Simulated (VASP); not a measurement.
These are revTPSS meta-GGA, VASP's PBE PAW potentials (set 64) (plane waves; VASP 6.6.1) values and carry that method's errors.

A VASP calculation is set up with these files.

**POSCAR**
```
CsSnI3
1
    6.1792194123     0.0000000000     0.0000000000
    0.0000000000     6.1792194123     0.0000000000
    0.0000000000     0.0000000000     6.1792194123
Cs Sn I
1 1 3
Direct
  0.0000000000   0.0000000000   0.0000000000
  0.5000000000   0.5000000000   0.5000000000
  0.5000000000   0.0000000000   0.5000000000
  0.0000000000   0.5000000000   0.5000000000
  0.5000000000   0.5000000000   0.0000000000
```

**KPOINTS**
```
Automatic mesh
0
Gamma
4 4 4
0 0 0
```

### INCAR
```
# general
SYSTEM  = CsSnI3
PREC    = Accurate
ENCUT   = 520
LREAL   = .FALSE.
LASPH   = .TRUE.

# electronic loop
EDIFF   = 1E-7
NELM    = 100
ALGO    = Normal
LMAXMIX = 4
LMIXTAU = .TRUE.

# smearing
ISMEAR  = 0
SIGMA   = 0.05

# functional
METAGGA = RTPSS

# ions
ISIF    = 2

# output
LWAVE   = .FALSE.
LCHARG  = .FALSE.
```

POTCAR, in this order: Cs_sv Sn_d I (PBE.64 set). Program: vasp_std.

### Question
What will the output report for the number of irreducible k-points (NKPTS), largest plane-wave count, number of space-group operations, FFT grid (NGX, NGY, NGZ)?

### Answer

number of irreducible k-points (NKPTS): 10
largest plane-wave count: 6403
number of space-group operations: 48
FFT grid (NGX, NGY, NGZ): 48 × 48 × 48

The compound is CsSnI3 in the cubic perovskite structure, the ideal cubic form; the compound distorts at low or room temperature. It was relaxed first.
